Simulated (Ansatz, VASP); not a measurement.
**Ca3AsP: VASP beside Ansatz**

```xyz
5
Lattice="6.0000 0.0000 0.0000 0.0000 6.0000 0.0000 0.0000 0.0000 6.0000" Properties=species:S:1:pos:R:3 pbc="T T T"
P     0.0000    0.0000    0.0000
As    3.0000    3.0000    3.0000
Ca    3.0000    3.0000    0.0000
Ca    3.0000    0.0000    3.0000
Ca    0.0000    3.0000    3.0000
```

The cell comes from a database or a generator and needn't be the stable form of this composition.

Alike in both runs: task single point; functional PBE; k mesh 4 × 4 × 4; occupations gaussian, width 0.05 eV; no spin polarisation.

|  | VASP | Ansatz |
| --- | --- | --- |
| version | VASP 6.6.1 | Ansatz 0.2.0 |
| potentials or method | VASP PAW PBE potentials, release 64 (P, As, Ca_sv) | scalar-relativistic, plane waves, PAW |
| plane-wave cutoff (eV) | 520 | 420 |
| valence electrons in the cell | 40 | 50 |

Ansatz gave:

| Property | Result |
| --- | --- |
| gap on the k mesh at the Fermi level (eV) | none |
| pressure (GPa) | -6.0 |

Problem. Estimate VASP's values.

Solution. gap on the k mesh at the Fermi level (eV): none; pressure (GPa): -5.9.

A gap of «none» marks a metal or a gap that the smearing closes. The two sets of potentials don't hold the same shells in valence.
